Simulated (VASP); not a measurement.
Method: vdW-DF-cx, VASP's PBE PAW potentials (set 64) (plane waves; VASP).

The input files of a VASP run:

KPOINTS:
```
Automatic mesh
0
Gamma
7 7 4
0 0 0
```

**POSCAR**
```
GaN
1
    1.5912219442    -2.7560772156     0.0000000000
    1.5912219442     2.7560772156     0.0000000000
    0.0000000000     0.0000000000     5.1801024123
Ga N
2 2
Direct
  0.6666670000   0.3333330000   0.5000334008
  0.3333330000   0.6666670000   0.0000334008
  0.6666670000   0.3333330000   0.8769665992
  0.3333330000   0.6666670000   0.3769665992
```

### INCAR
```
SYSTEM=GaN
PREC=Accurate; ENCUT=520; LREAL=.FALSE.
LASPH=.TRUE.
EDIFF=1E-6; NELM=100; ALGO=Normal
LMAXMIX=4
ISMEAR=0; SIGMA=0.05
GGA=CX; LUSE_VDW=.TRUE.; AGGAC=0.0
IBRION=2; NSW=60; ISIF=3
EDIFFG=-0.02
LWAVE=.FALSE.; LCHARG=.FALSE.
```

POTCAR, in this order: Ga_d N (PBE.64 set). Program: vasp_std.

### Question
Estimate the energy per atom (σ→0), volume per atom.

### Answer

| Item | Result |
|---|---|
| energy per atom (σ→0) | -3.913 eV/atom |
| volume per atom | 11.42 Å³/atom |

### OSZICAR
```
...
DAV:   1    -0.156588624449E+02   -0.65433E-02   -0.91503E-02  1324   0.698E+00    0.477E-01
DAV:   2    -0.156543662392E+02    0.44962E-02   -0.11848E-02  1516   0.278E+00    0.229E-01
DAV:   3    -0.156530505169E+02    0.13157E-02   -0.28299E-03  1652   0.123E+00    0.480E-02
DAV:   4    -0.156530189430E+02    0.31574E-04   -0.43651E-04  1056   0.186E-01    0.395E-02
DAV:   5    -0.156529697043E+02    0.49239E-04   -0.38123E-05  1528   0.542E-02    0.233E-02
DAV:   6    -0.156529363413E+02    0.33363E-04   -0.32198E-05  1644   0.665E-02    0.174E-03
DAV:   7    -0.156529361547E+02    0.18659E-06   -0.10957E-06   716   0.108E-02
   3 F= -.15652936E+02 E0= -.15652936E+02  d E =-.864531E-03
```

The compound is GaN in the wurtzite structure. This run relaxes it. Symmetry was kept, so distortions that lower it aren't found. The start is the result of an earlier pass.
